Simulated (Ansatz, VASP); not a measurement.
# BiN: VASP beside Ansatz, part 2 of 2

One calculation is typed for both programs; each brings its own data sets and cutoff. How far apart do they land? The cell is generated by rule, not measured, and may not be a known phase. The cell is taken from a series of VASP runs on this material, whose earlier steps may have relaxed, scaled or displaced it; both programs get it as it stands.

VASP 6.6.1 and Ansatz 0.2.0.

So far: Starting point; Ansatz: band structure, PBEsol, spin-orbit coupling; VASP: band structure, PBEsol, spin-orbit coupling.

## 3. VASP: band structure, PBEsol, spin-orbit coupling (continued)

Level of this step: PBEsol, spin-orbit coupling; plane waves and PAW (Bi_d, N); invented cell (VASP).

Numbers of over 12 decimals in the logs are rounded to 6 here.

Parts of OUTCAR (step 3):

```text
ion  position               nearest neighbor table
   1  0.000  0.000  0.000-   2 2.61   2 2.61   2 2.61   2 2.61   2 2.61   2 2.61   2 2.61   2 2.61

  LATTYP: Found a simple cubic cell.
 ALAT       =     3.0189600000

 Subroutine GETGRP returns: Found 48 space group operations
 (whereof 48 operations were pure point group operations)

The static configuration has the point symmetry O_h .

 Found     56 irreducible k-points:

   k-points           NKPTS =     56   k-points in BZ     NKDIM =     56   number of bands    NBANDS=     32

   dimension x,y,z NGX =    24 NGY =   24 NGZ =   24
   dimension x,y,z NGXF=    48 NGYF=   48 NGZF=   48

   ENCUT  =  520.0 eV  38.22 Ry    6.18 a.u.   5.61  5.61  5.61*2*pi/ulx,y,z

   NELECT =      20.0000    total number of electrons

 k-points in reciprocal lattice and weights: Automatic mesh
   0.00000000  0.00000000  0.00000000       0.001
   0.10000000  0.00000000  0.00000000       0.006
   0.20000000  0.00000000  0.00000000       0.006
   0.30000000  0.00000000  0.00000000       0.006
   0.40000000  0.00000000  0.00000000       0.006
   0.50000000  0.00000000  0.00000000       0.003
   0.10000000  0.10000000  0.00000000       0.012
   0.20000000  0.10000000  0.00000000       0.024
   0.30000000  0.10000000  0.00000000       0.024
[...]
0.50000000  0.50000000  0.40000000       0.006
   0.50000000  0.50000000  0.50000000       0.001

 average (electrostatic) potential at core
       1 -99.4451       2 -57.1170

 E-fermi :  11.2548

 k-point     1 :       0.0000    0.0000    0.0000
  band No.  band energies     occupation
    ...
     16       8.3851      1.00000
     17       9.0140      1.00000
     18       9.0140      1.00000
     19       9.0140      1.00000
     20       9.0140      1.00000
     21      17.7227      0.00000
     22      17.7227      0.00000
     23      18.9140      0.00000
     24      18.9140      0.00000
     25      18.9140      0.00000
    ...

 k-point     2 :       0.1000    0.0000    0.0000
  band No.  band energies     occupation
    ...
     16       8.4857      1.00000
     17       9.0771      1.00000
     18       9.0771      1.00000
     19       9.1405      1.00000
     20       9.1405      1.00000
     21      16.9975      0.00000
     22      16.9975      0.00000
     23      18.8448      0.00000
     24      18.8448      0.00000
     25      18.9883      0.00000
    ...

 k-point     3 :       0.2000    0.0000    0.0000
  band No.  band energies     occupation
    ...
     16       8.7478      1.00000
     17       9.3460      1.00000
     18       9.3460      1.00000
     19       9.4914      1.00000
     20       9.4914      1.00000
     21      15.5726      0.00000
     22      15.5726      0.00000
     23      18.2150      0.00000
     24      18.2150      0.00000
     25      19.2088      0.00000
    ...

  Total        3.3929007      3.3929007      3.3929007     -0.0000000     -0.0000000      0.0000000
  in kB      197.5648386    197.5648386    197.5648386     -0.0000000     -0.0000000      0.0000000
  external PRESSURE =     197.5648386 kB  Pullay stress =       0.0000000 kB

  energy-cutoff  :      520.00
  volume of cell :       27.52
      direct lattice vectors                 reciprocal lattice vectors
     3.018960000  0.000000000  0.000000000     0.331239897  0.000000000  0.000000000
     0.000000000  3.018960000  0.000000000     0.000000000  0.331239897  0.000000000
     0.000000000  0.000000000  3.018960000     0.000000000  0.000000000  0.331239897

 POSITION                                       TOTAL-FORCE (eV/Angst)
 -----------------------------------------------------------------------------------
      0.00000      0.00000      0.00000         0.000000      0.000000      0.000000
      1.50948      1.50948      1.50948         0.000000      0.000000      0.000000
 -----------------------------------------------------------------------------------
    total drift:                                0.000000     -0.000000     -0.000000

  FREE ENERGIE OF THE ION-ELECTRON SYSTEM (eV)
  ---------------------------------------------------
  free  energy   TOTEN  =       -10.8764975925 eV

  energy  without entropy=      -10.8758904368  energy(sigma->0) =      -10.87619401

 Spin-Orbit-Coupling matrix elements
 Ion:    1  E_soc:     -1.3027138
 Ion:    2  E_soc:     -0.0003468

 total charge
# of ion       s       p       d       tot
------------------------------------------
    1        1.606   1.137  10.033  12.776
    2        1.310   2.220   0.000   3.530
--------------------------------------------------
tot          2.916   3.357  10.033  16.306

 magnetization (x)
# of ion       s       p       d       tot
------------------------------------------
    1       -0.000   0.000  -0.000  -0.000
    2        0.000   0.000   0.000   0.000
--------------------------------------------------
tot         -0.000   0.000  -0.000   0.000

 magnetization (y)
# of ion       s       p       d       tot
------------------------------------------
    1        0.000  -0.000  -0.000   0.000
    2        0.000  -0.000   0.000  -0.000
--------------------------------------------------
tot          0.000  -0.000  -0.000   0.000

 magnetization (z)
# of ion       s       p       d       tot
------------------------------------------
    1       -0.000   0.000  -0.000  -0.000
    2        0.000   0.000   0.000   0.000
--------------------------------------------------
tot         -0.000   0.000  -0.000  -0.000

[... 3 further parts left out ...]
```

The run ends at a pressure of 19.76 GPa.

## 4. Comparison

Known differences besides the potentials themselves: spin-orbit coupling enters by fully relativistic files in Ansatz and inside the spheres in VASP; the cutoff is 420 eV in Ansatz and 520 eV in VASP; Ansatz makes its cores anew for this functional, VASP keeps those of its PBE data sets. Total energies have different zeros and are not compared.

Compared:

```tsv
quantity	Ansatz	VASP	difference
pressure (GPa)	19.88	19.76	+0.12
pressure without Ansatz's Pulay correction (GPa)	19.49	19.76	-0.26
```

Levels from 3 eV below to 2 eV above the Fermi level differ by 42 meV r.m.s. and 115 meV at most; each VASP level is matched to the nearest of Ansatz, which flatters the figure a little. Ansatz's pressure holds a Pulay correction of 0.38 GPa; VASP's holds none.

## 5. Summary of results

* r.m.s. difference of levels near the Fermi level (band structure, PBEsol, spin-orbit coupling): 42 meV

**Reading.** The r.m.s. difference of levels near the Fermi level is 42 meV (band structure, PBEsol, spin-orbit coupling), within the 80 meV picked in this series as the mark of a large difference. 1 further run of this series is not shown here. Such differences can come from data sets, numerical settings and the points named under the comparisons, not from the functional's error against experiment.

[Lines on the potential files, build, host, timing and source positions are cut from VASP's logs without a mark.]

[Logs are printed without paths, hosts, clocks, repeated set-up lines and the standing remarks that a program may print on its own settings, such as how far it seeks lower states.]

[Hosts, paths, dates, database ids (printed as entryN), source tags and the programs' standing remarks are cut or masked in the printed files.]
